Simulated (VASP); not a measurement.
Input:

```yaml
crystal:
  lattice:
    - [0.00000, 3.54116, 3.54116]
    - [3.54116, 0.00000, 3.54116]
    - [3.54116, 3.54116, 0.00000]
  atoms:
    - { symbol: Ba, position: [0.00000, 0.00000, 0.00000] }
    - { symbol: Te, position: [0.50000, 0.50000, 0.50000] }
```

The numbers are results of TPSS meta-GGA, VASP's PBE PAW potentials (set 64) (plane waves; VASP), not measurements. Numerical set-up: 520 eV cut-off, 7×7×7 Γ-centred mesh, tetrahedra with Blöchl corrections, potentials Ba_sv Te.

Unless said otherwise, spin-orbit coupling is left out, though it shifts the bands of the heavy elements here.

Problem. Give the energies of bands 6 to 11 at the high-symmetry points, in eV from the valence-band maximum.

Solution. 
| band | Γ | X | U | L | W |
|---|---|---|---|---|---|
| 6 | 0.00 | -1.16 | -1.23 | -2.16 | -1.21 |
| 7 | 0.00 | -0.39 | -1.07 | -1.05 | -0.95 |
| 8 | 0.00 | -0.39 | -0.74 | -1.05 | -0.95 |
| 9 | 2.95 | 1.66 | 2.69 | 4.18 | 3.61 |
| 10 | 3.09 | 4.61 | 5.07 | 4.83 | 3.61 |
| 11 | 3.09 | 4.77 | 5.29 | 5.01 | 4.98 |

The gap is indirect, 1.66 eV, from the valence maximum at Γ to the conduction minimum at X.

The compound is BaTe in the rock salt structure. It was relaxed first.
